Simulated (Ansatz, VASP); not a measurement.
# NaLaMnMoO6 in VASP and in Ansatz

Contents of INCAR:

```
PREC = Accurate ; ENCUT = 520
EDIFF = 1E-7 ; ISMEAR = -1
SIGMA = 0.05 ; LREAL = F
LASPH = T ; NELM = 120
ALGO = Normal ; ISIF = 2
LWAVE = F ; LCHARG = F
ISPIN = 2 ; MAGMOM = 0 0 4 1 0 0 0 0 0 0
LORBIT = 11 ; LMAXMIX = 6
GGA = PE ; NBANDS = 56
KPAR = 4
```

Contents of KPOINTS:

```
Automatic mesh
0
Gamma
  6 6 6
```

File POSCAR:

```
NaLaMnMoO6
1.0
    4.7224200000     -2.7368800000      0.0020400000
    4.7224200000      2.7368800000      0.0020400000
   -3.1779600000      0.0000000000      4.4700000000
Na La Mn Mo O
1 1 1 1 6
Direct
    0.2502100000      0.2502100000      0.7445900000
    0.7511700000      0.7511700000      0.2570700000
    0.4991800000      0.4991800000      0.4991700000
    0.0011000000      0.0011000000      0.0011400000
    0.2850300000      0.7810600000      0.2852000000
    0.7810600000      0.2850300000      0.2852000000
    0.2518700000      0.2518700000      0.1877500000
    0.7477700000      0.7477700000      0.8112400000
    0.2188300000      0.7140700000      0.7152500000
    0.7140700000      0.2188300000      0.7152500000
```

The input input.yaml:

```yaml
crystal:
  lattice:
    - [4.72242, -2.73688, 0.00204]
    - [4.72242, 2.73688, 0.00204]
    - [-3.17796, 0.0, 4.47]
  atoms:
    - { symbol: Na, position: [0.25021, 0.25021, 0.74459] }
    - { symbol: La, position: [0.75117, 0.75117, 0.25707] }
    - { symbol: Mn, position: [0.49918, 0.49918, 0.49917], spin: 4.0 }
    - { symbol: Mo, position: [0.0011, 0.0011, 0.00114], spin: 1.0 }
    - { symbol: O, position: [0.28503, 0.78106, 0.2852] }
    - { symbol: O, position: [0.78106, 0.28503, 0.2852] }
    - { symbol: O, position: [0.25187, 0.25187, 0.18775] }
    - { symbol: O, position: [0.74777, 0.74777, 0.81124] }
    - { symbol: O, position: [0.21883, 0.71407, 0.71525] }
    - { symbol: O, position: [0.71407, 0.21883, 0.71525] }
hamiltonian:
  xc: pbe
  pseudopotentials: { kind: paw }
magnetization:
  spin_polarized: true
kpoints:
  mp_grid: { grid: [6, 6, 6] }
scf:
  occupations: { method: fermi_dirac, width: 0.05 }
output:
  forces: true
  stress: true
  eigenvalues: true
```

The cell was built by a generator and needn't be a form met in nature.

Alike in both runs: task single point; functional PBE; k mesh 6 × 6 × 6; occupations fermi-dirac, width 0.05 eV; collinear spin, ferromagnetic start.

|  | VASP | Ansatz |
| --- | --- | --- |
| version | VASP 6.6.1 | Ansatz 0.2.0 |
| potentials or method | VASP PAW PBE potentials, release 64 (Na_pv, La, Mn_pv, Mo_sv, O) | Ansatz PAW |
| plane-wave cutoff (eV) | 520 | 420 |
| valence electrons in the cell | 81 | 85 |

Ansatz gave:

```
gap on the k mesh at the Fermi level (eV)                     : none
pressure (GPa)                                                : 0.3
largest component of the traceless stress (GPa)               : 0.13
rms of the force components (eV/Å)                            : 0.035
net moment per atom (μB)                                      : 0.19
size of the moment on the site where the two differ most (μB) : 2.22
```

Which values does VASP return?

gap on the k mesh at the Fermi level (eV): none; pressure (GPa): 0.6; largest component of the traceless stress (GPa): 0.10; rms of the force components (eV/Å): 0.057; net moment per atom (μB): 0.20; size of the moment on the site where the two differ most (μB): 2.50.

Site moments also hang on the region over which each program counts them. Atom by atom the forces differ by 0.022 eV/Å (rms over components). A gap of «none» marks a metal or a gap that the smearing closes. The two sets of potentials don't hold the same shells in valence.

Caveats: a cell with one magnetic atom can't hold antiferromagnetic order, which such compounds often take; semilocal functionals often make such compounds metallic where correlation or magnetic order opens a gap, which also shifts bond lengths; the pressure holds a Pulay correction of +0.6 GPa for the finite cutoff (Ansatz); the starting moments weren't kept (Ansatz). Spin-orbit coupling is left out, which matters for the levels of La. With open d or f shells a metallic result of PBE can be an artefact of self-interaction; +U or a hybrid may open a gap.
